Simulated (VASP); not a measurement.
# ZrWN2 (R-3m) in VASP: relaxation of cell and atoms with PBE

Aim: the relaxation of cell and atoms of ZrWN2 with PBE.

Everything below comes from runs of VASP 6.6.1. Logs are shortened: lines on timing, memory, paths and dates and some standing lists are left out, and cuts for length are marked.

## (1) Starting point

Symmetry: R-3m, No. 166, trigonal system. Conventional cell: a = 3.181 Å, b = 3.181 Å, c = 15.157 Å, α = 90.00°, β = 90.00°, γ = 120.00°. Around Zr (site symmetry -3m) lie 6 N at 2.26 Å. Around W (site symmetry -3m) lie 6 N at 2.20 Å. N (site symmetry 3m) has 3 W at 2.20 Å and 3 Zr at 2.26 Å as nearest neighbours.

The cell was built by a generator and needn't be a form met in nature.

## (2) Relaxation of cell and atoms, PBE

INCAR

```
ALGO     = Normal         # electronic algorithm
EDIFF    = 1E-6           # SCF threshold, eV
EDIFFG   = -0.02          # ionic threshold
ENCUT    = 600            # plane-wave cutoff, eV
GGA      = PE             # functional
IBRION   = 2              # ionic algorithm
ISIF     = 3              # what is computed and relaxed
ISMEAR   = 0              # smearing method
LASPH    = T              # aspherical terms in the spheres
LCHARG   = F              # write CHGCAR
LREAL    = F              # projectors in reciprocal space
LWAVE    = F              # write WAVECAR
NELM     = 60             # most SCF steps
NSW      = 60             # ionic steps
PREC     = Accurate       # precision mode
SIGMA    = 0.05           # smearing width, eV
```

KPOINTS

```
k-points
0
Gamma
  10 10 10
```

POSCAR

```
ZrWN2
1.0
    1.5904700000      0.9182600000      5.0524100000
   -1.5904700000      0.9182600000      5.0524100000
    0.0000000000     -1.8365200000      5.0524100000
Zr W N
1 1 2
Direct
    0.5000000000      0.5000000000      0.5000000000
    0.0000000000      0.0000000000      0.0000000000
    0.7463100000      0.7463100000      0.7463100000
    0.2536900000      0.2536900000      0.2536900000
```

Potentials or basis: VASP PAW PBE potentials, release 64 (Zr_sv, W_sv, N).

On the command line:

```console
$ cat potpaw_PBE.64/Zr_sv/POTCAR potpaw_PBE.64/W_sv/POTCAR potpaw_PBE.64/N/POTCAR > POTCAR
$ mpirun -np 1 vasp_std > vasp.out
```

OUTCAR:

```text
EDIFF = 1E-6
   EDIFFG = -0.02
   ENCUT = 600
   GGA = PE
   IBRION = 2
   ISIF = 3
   ISMEAR = 0
   LASPH = T
   LREAL = F
   NELM = 60
   NSW = 60
   PREC = Accurate

 ion  position               nearest neighbor table
   1  0.500  0.500  0.500-   4 2.26   4 2.26   3 2.26   3 2.26   4 2.26   3 2.26   2 3.12   2 3.12
                             2 3.12   2 3.12   2 3.12   2 3.12
   2  0.000  0.000  0.000-   3 2.20   3 2.20   4 2.20   4 2.20   3 2.20   4 2.20   1 3.12   1 3.12
                             1 3.12   1 3.12   1 3.12   1 3.12
   3  0.746  0.746  0.746-   2 2.20   2 2.20   2 2.20   1 2.26   1 2.26   1 2.26
   4  0.254  0.254  0.254-   2 2.20   2 2.20   2 2.20   1 2.26   1 2.26   1 2.26

  LATTYP: Found a trigonal (rhomboedric) cell.
 ALAT       =     5.3758388235
 COS(alpha) =     0.8249389103

  Lattice vectors:

 A1 = (   1.5904700000,   0.9182600000,   5.0524100000)
 A2 = (  -1.5904700000,   0.9182600000,   5.0524100000)
 A3 = (   0.0000000000,  -1.8365200000,   5.0524100000)

Analysis of symmetry for initial positions (statically):
=====================================================================
 Subroutine PRICEL returns:
 Original cell was already a primitive cell.

 Routine SETGRP: Setting up the symmetry group for a
 trigonal (rhombohedral) supercell.

 Subroutine GETGRP returns: Found 12 space group operations
 (whereof 12 operations were pure point group operations)
 out of a pool of 12 trial point group operations.

The static configuration has the point symmetry D_3d.

Analysis of symmetry for dynamics (positions and initial velocities):
=====================================================================
 Subroutine PRICEL returns:
 Original cell was already a primitive cell.

 Routine SETGRP: Setting up the symmetry group for a
 trigonal (rhombohedral) supercell.

 Subroutine GETGRP returns: Found 12 space group operations
 (whereof 12 operations were pure point group operations)
 out of a pool of 12 trial point group operations.

The dynamic configuration has the point symmetry D_3d.

 Subroutine INISYM returns: Found 12 space group operations
 (whereof 12 operations are pure point group operations),
 and found     1 'primitive' translations

----------------------------------------------------------------------------------------

                                     Primitive cell

  volume of cell :      44.2732

  direct lattice vectors                    reciprocal lattice vectors
     1.590470000  0.918260000  5.052410000     0.314372481  0.181502697  0.065975116
    -1.590470000  0.918260000  5.052410000    -0.314372481  0.181502697  0.065975116
     0.000000000 -1.836520000  5.052410000     0.000000000 -0.363005394  0.065975116

  length of vectors
     5.375838824  5.375838824  5.375839704     0.368952574  0.368952574  0.368952073

  position of ions in fractional coordinates (direct lattice)
     0.500000000  0.500000000  0.500000000
     0.000000000  0.000000000  0.000000000
     0.746310000  0.746310000  0.746310000
     0.253690000  0.253690000  0.253690000

  ion indices of the primitive-cell ions
   primitive index   ion index
                 1           1
                 2           2
                 3           3
                 4           4

----------------------------------------------------------------------------------------

 KPOINTS: k-points

Automatic generation of k-mesh.
 Grid dimensions read from file:
 generate k-points for:   10   10   10

 Generating k-lattice:

  Cartesian coordinates                     Fractional coordinates (reciprocal lattice)
     0.031437248  0.018150270  0.006597512     0.100000000  0.000000000  0.000000000
    -0.031437248  0.018150270  0.006597512     0.000000000  0.100000000  0.000000000
     0.000000000 -0.036300539  0.006597512     0.000000000  0.000000000  0.100000000

  Length of vectors
     0.036895257  0.036895257  0.036895207

  Shift w.r.t. Gamma in fractional coordinates (k-lattice)
     0.000000000  0.000000000  0.000000000

 Subroutine IBZKPT returns following result:
 ===========================================

 Found    116 irreducible k-points:

 Following reciprocal coordinates:
            Coordinates               Weight
  0.000000  0.000000  0.000000      1.000000
  0.100000  0.000000  0.000000      6.000000
  0.200000  0.000000  0.000000      6.000000
  0.300000  0.000000  0.000000      6.000000
  0.400000  0.000000  0.000000      6.000000
  0.500000  0.000000 -0.000000      3.000000
[... 16 lines left out ...]
  0.300000  0.300000  0.000000      6.000000
  0.400000  0.300000  0.000000     12.000000
 [... further k-points ...]
   k-points           NKPTS =    116   k-points in BZ     NKDIM =    116   number of bands    NBANDS=     22
   number of dos      NEDOS =    301   number of ions     NIONS =      4
   total plane-waves  NPLWV = 110592
   dimension x,y,z NGX =    48 NGY =   48 NGZ =   48
   dimension x,y,z NGXF=    96 NGYF=   96 NGZF=   96
   ions per type =               1   1   2
   NGX,Y,Z   is equivalent  to a cutoff of  14.84, 14.84, 14.84 a.u.
   NGXF,Y,Z  is equivalent  to a cutoff of  29.69, 29.69, 29.69 a.u.
 SYSTEM =  unknown system
   PREC   = accura    normal or accurate (medium, high low for compatibility)
   ISTART =      0    job   : 0-new  1-cont  2-samecut
   ICHARG =      2    charge: 1-file 2-atom 10-const
   ISPIN  =      1    spin polarized calculation?
   LNONCOLLINEAR =      F non collinear calculations
   LSORBIT =      F    spin-orbit coupling
   LASPH  =      T    aspherical Exc in radial PAW
   ENCUT  =  600.0 eV  44.10 Ry    6.64 a.u.  10.74 10.74 10.74*2*pi/ulx,y,z
   NELM   =     60;   NELMIN=  2; NELMDL= -5     # of ELM steps
   EDIFF  = 0.1E-05   stopping-criterion for ELM
   LREAL  =      F    real-space projection
   EDIFFG = -.2E-01   stopping-criterion for IOM
   NSW    =     60    number of steps for IOM
   IBRION =      2    ionic relax: 0-MD 1-quasi-New 2-CG
   NFREE  =      1    steps in history (QN), initial steepest desc. (CG)
   ISIF   =      3    stress and relaxation
   ISYM   =      2    0-nonsym 1-usesym 2-fastsym
   POTIM  = 0.5000    time-step for ionic-motion
   TEBEG  =    0.0;   TEEND  =   0.0 temperature during run
   PSTRESS=    0.0 pullay stress
   NELECT =      36.0000    total number of electrons
   NUPDOWN=      -1.0000    fix difference up-down
   EMIN   =  10.00;   EMAX   =-10.00  energy-range for DOS
[... 5 lines left out ...]
     AMIX     =   0.40;   BMIX     =  1.00
     AMIX_MAG =   1.60;   BMIX_MAG =  1.00
  volume/ion in A,a.u.               =      11.07        74.69
  Fermi-wavevector in a.u.,A,eV,Ry     =   1.528019  2.887537 31.767442  2.334841
  Thomas-Fermi vector in A             =   2.635835
   LORBIT       =      0    0 simple, 1 ext, 2 COOP (PROOUT), +10 PAW based schemes
   GGA     = PE    functional components
   LHFCALC =     F    Hartree Fock is set to
   AEXX    =    0.0000 exact exchange contribution
   IVDW    =     0    specifies the selected vdW correction
   LEPSILON=     F    determine dielectric tensor
   LRPA    =     F    only Hartree local field effects (RPA)
 conjugate gradient relaxation of ions
 non-spin polarized calculation
 Gauss-broadening in eV      SIGMA  =   0.05
  energy-cutoff  :      600.00
  volume of cell :       44.27
 maximum number of plane-waves:      1496
 NGX is ok and might be reduce to    48
   NGX = 21   NGY = 21   NGZ = 21

--------------------------------------- Ionic step        1  -------------------------------------------

 number of electron      36.0000001 magnetization

 Free energy of the ion-electron system (eV)
  ---------------------------------------------------
  ext. energy  EPLUGINS =         0.00000000
  ---------------------------------------------------
  free energy    TOTEN  =       -41.30055625 eV

  energy without entropy =      -41.29814035  energy(sigma->0) =      -41.29934830

------------------------ aborting loop because EDIFF is reached ----------------------------------------

  FORCE on cell =-STRESS in cart. coord.  units (eV):
  Direction    XX          YY          ZZ          XY          YZ          ZX
  --------------------------------------------------------------------------------------
  -------------------------------------------------------------------------------------
  Total        0.1003892      0.1003896      0.2715386      0.0000000      0.0000000     -0.0000000
  in kB        3.6329254      3.6329390      9.8265518      0.0000000      0.0000000     -0.0000000
  external PRESSURE =       5.6974721 kB  Pullay stress =       0.0000000 kB
[... 99 lines left out ...]
  energy  without entropy=      -41.2983679036  energy(sigma->0) =      -41.29959249

--------------------------------------- Ionic step        4  -------------------------------------------

 number of electron      36.0000001 magnetization

 Free energy of the ion-electron system (eV)
  ---------------------------------------------------
  ext. energy  EPLUGINS =         0.00000000
  ---------------------------------------------------
  free energy    TOTEN  =       -41.30098684 eV

  energy without entropy =      -41.29847833  energy(sigma->0) =      -41.29973259

 E-fermi :  12.7359     XC(G=0): -13.1967

 val. band max:       12.7354569795   @ k =  -0.3000   0.3000   0.1000
 cond. band min:      12.7390703497   @ k =  -0.4000  -0.4000   0.3000
 fundamental gap:      0.0036133702
 Fermi energy:        12.7358659676

 k-point     1 :       0.0000    0.0000    0.0000
  band No.  band energies     occupation
      1     -62.8951      2.00000
      2     -37.2244      2.00000
      3     -27.1323      2.00000
      4     -26.9965      2.00000
      5     -26.9965      2.00000
      6     -15.5844      2.00000
[... 574 lines left out ...]
      6     -15.7151      2.00000
[... 14 lines left out ...]
     21      15.1652      0.00000
     22      15.6895      0.00000

 [... further k-points ...]

------------------------ aborting loop because EDIFF is reached ----------------------------------------

  FORCE on cell =-STRESS in cart. coord.  units (eV):
  Direction    XX          YY          ZZ          XY          YZ          ZX
  --------------------------------------------------------------------------------------
  -------------------------------------------------------------------------------------
  Total       -0.0381168     -0.0381170      0.0219014      0.0000000      0.0000000     -0.0000000
  in kB       -1.3766773     -1.3766824      0.7910190      0.0000000      0.0000000     -0.0000000
  external PRESSURE =      -0.6541136 kB  Pullay stress =       0.0000000 kB
[... 19 lines left out ...]
  FREE ENERGIE OF THE ION-ELECTRON SYSTEM (eV)
  ---------------------------------------------------
  free  energy   TOTEN  =       -41.3009868435 eV

  energy  without entropy=      -41.2984783315  energy(sigma->0) =      -41.29973259

 reached required accuracy - stopping structural energy minimisation
```

Wall time 16 min (1 thread of Intel Xeon Platinum 8259CL at 2.50GHz (Skylake/Cascade Lake), shared host); peak memory 0.44 GiB.

What came out:

| Item | Value |
| --- | --- |
| Free energy | -41.3010 eV |
| Relaxed volume | 11.09 Å³/atom |
| Relaxed cell | a = 5.387 Å, b = 5.387 Å, c = 5.387 Å, α = 34.34°, β = 34.34°, γ = 34.34° |
| Space group after relaxing (to 0.05 Å) | R-3m (No. 166) |
| Energy gained by relaxing | 0.1 meV/atom |
| Ionic steps | 4 |
| Pressure after relaxing | -0.1 GPa |
| Largest force after relaxing | 0.009 eV/Å |
| Band gap on the k mesh | none (metal or under the smearing width) |

Forces on the atoms (eV/Å):
```
Zr   0.000  0.000  0.000
W    0.000  0.000  0.000
N    0.000  0.000  0.009
N    0.000  0.000 -0.009
```

Stress tensor (GPa, compression positive):
```
-0.14  0.00  0.00
 0.00 -0.14  0.00
 0.00  0.00  0.08
```

Step by step:
```
step  energy change (eV)  largest force (eV/Å)  pressure (GPa)  volume (Å³)
   1              0.0000                0.0378            0.57        44.27
   2              0.0002                0.0118           -1.16        44.53
   3             -0.0003                0.0264           -0.17        44.38
   4             -0.0004                0.0093           -0.07        44.36
```

Final structure:
```xyz
4
Lattice="1.5901 0.9181 5.0646 -1.5901 0.9181 5.0646 0.0000 -1.8361 5.0646" Properties=species:S:1:pos:R:3 pbc="T T T"
Zr    0.0000    0.0000    7.5969
W     0.0000    0.0000   15.1937
N     0.0000    0.0000   11.3415
N     0.0000    0.0000    3.8523
```

Levels at points of the mesh, in eV from the Fermi level:
| k point | band 14 | band 15 | band 16 | band 17 | band 18 | band 19 | band 20 | band 21 | band 22 |
| --- | --- | --- | --- | --- | --- | --- | --- | --- | --- |
| (0.00, 0.00, 0.00) | -3.51 | -3.51 | -3.35 | -2.22 | -2.22 | -1.72 | 0.11 | 0.11 | 1.63 |
| (0.50, 0.00, 0.00) | -6.17 | -6.16 | -5.71 | -2.18 | -1.13 | 0.90 | 1.05 | 3.23 | 3.47 |
| (0.50, 0.50, 0.00) | -5.96 | -4.96 | -4.28 | -4.08 | 0.71 | 0.97 | 1.99 | 2.14 | 3.71 |
| (0.50, 0.50, 0.50) | -6.38 | -5.41 | -5.41 | -1.35 | -1.35 | -1.11 | -0.13 | 0.60 | 0.60 |

## (3) For comparison

An earlier run on the cell as given: functional PBE; potentials or basis VASP PAW PBE potentials, release 64 (Zr_sv, W_sv, N); cutoff 520 eV; k mesh 10 × 10 × 10; occupations fermi-dirac, width 0.05 eV; no spin polarisation.

* Pressure: 0.7 GPa
* Largest force: 0.029 eV/Å
* Band gap on the k mesh: none (metal or under the smearing width)
